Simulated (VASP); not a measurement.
ZnSe (relaxed from the litharge structure, space group P4/nmm): computed properties

Computed with r2SCAN meta-GGA, VASP's PBE PAW potentials (set 64) (plane waves; VASP).

```json
{
  "space_group": "P4/nmm (129)",
  "cell": "a = b = 4.979 Å, c = 4.280 Å, α = β = γ = 90.00°",
  "volume_per_atom": "26.52 Å³/atom",
  "band gap (over mesh and band path)": "none (metal, semimetal or under 0.01 eV)",
  "band_gap_with_spin_orbit_coupling": "none (metallic)",
  "density": "4.52 g/cm³"
}
```

```yaml
crystal:
  lattice:
    - [4.97881, 0.00000, 0.00000]
    - [0.00000, 4.97881, 0.00000]
    - [0.00000, 0.00000, 4.27974]
  atoms:
    - { symbol: Zn, position: [0.50000, 0.00000, 0.08466] }
    - { symbol: Zn, position: [0.00000, 0.50000, 0.91534] }
    - { symbol: Se, position: [0.00000, 0.00000, 0.00000] }
    - { symbol: Se, position: [0.50000, 0.50000, 0.00000] }
```

The structure was generated: ZnSe was put into the litharge type (P4/nmm), which need not be its known phase. It was relaxed first, which changed the volume by +15 %. Symmetry was kept, so distortions that lower it aren't found.
